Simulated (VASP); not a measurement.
```
CELL_PARAMETERS angstrom
      2.26000    -3.83000     0.00000
      2.26000     3.83000     0.00000
      0.00000     0.00000     4.53000
ATOMIC_POSITIONS crystal
  Ga 0.15490 0.84510 0.91900
  Ga 0.34510 0.65490 0.41900
  Ga 0.65490 0.34510 0.58100
  Ga 0.84510 0.15490 0.08100
```

Method: PBE GGA, VASP's PBE PAW potentials (set 64) (plane waves; VASP 6.6.1). Settings: 300 eV cut-off, 4×4×4 Γ-centred mesh, Gaussian smearing of 0.27 eV, potentials Ga_d.

At this cut-off the stress carries a Pulay error, which pulls relaxed volumes low. Energy and stress use the plane-wave basis of the starting cell.

The ions, cell shape and volume are relaxed. Give the cell that the relaxation ends in.

```
CELL_PARAMETERS angstrom
      2.31395    -3.85196     0.00000
      2.31395     3.85196     0.00000
      0.00000     0.00000     4.53984
ATOMIC_POSITIONS crystal
  Ga 0.15776 0.84224 0.91655
  Ga 0.34224 0.65776 0.41655
  Ga 0.65776 0.34224 0.58345
  Ga 0.84224 0.15776 0.08345
```
Space group Cmce (64), at a tolerance of 0.03 Å.

How do energy and volume change from the first to the last step?

The energy (σ→0) changes by -9.3 meV/atom and the volume by +3.2 %, in 17 ionic steps.

| step | E(σ→0) (eV) | max force (eV/Å) | pressure (GPa) | volume (Å³) |
|---|---|---|---|---|
| 1 | -11.6963 | 0.253 | 1.96 | 78.42 |
| 2 | -11.7279 | 0.083 | -0.13 | 81.18 |
| 3 | -11.7281 | 0.073 | -0.21 | 81.34 |
| 4 | -11.7314 | 0.044 | -0.08 | 81.16 |
| 5 | -11.7326 | 0.026 | -0.02 | 81.04 |
| 6 | -11.7328 | 0.022 | 0.00 | 80.99 |
| 7 | -11.7331 | 0.018 | -0.04 | 80.97 |
| 8 | -11.7332 | 0.014 | 0.04 | 80.94 |
| 9 | -11.7332 | 0.015 | 0.06 | 80.95 |
| 10 | -11.7334 | 0.011 | -0.24 | 81.07 |
| 11 | -11.7334 | 0.013 | -0.01 | 81.05 |
| 12 | -11.7334 | 0.011 | -0.03 | 81.06 |
| 13 | -11.7334 | 0.011 | -0.04 | 81.06 |
| 14 | -11.7334 | 0.011 | -0.04 | 81.07 |
| 15 | -11.7335 | 0.011 | -0.02 | 81.01 |
| 16 | -11.7336 | 0.008 | 0.07 | 80.90 |
| 17 | -11.7336 | 0.009 | 0.03 | 80.93 |

The structure is a typed Ga crystal (Cmce). This run relaxes it. Symmetry was kept, so distortions that lower it aren't found. The k-mesh is coarse (spacing up to 0.40 per Å, 2π included), so the numbers may not be converged in it. The run is one of a series of settings (EDIFFG = -0.01, IBRION = 2, ISIF = 3, NSW = 50 against the base run), some of them coarse on purpose.
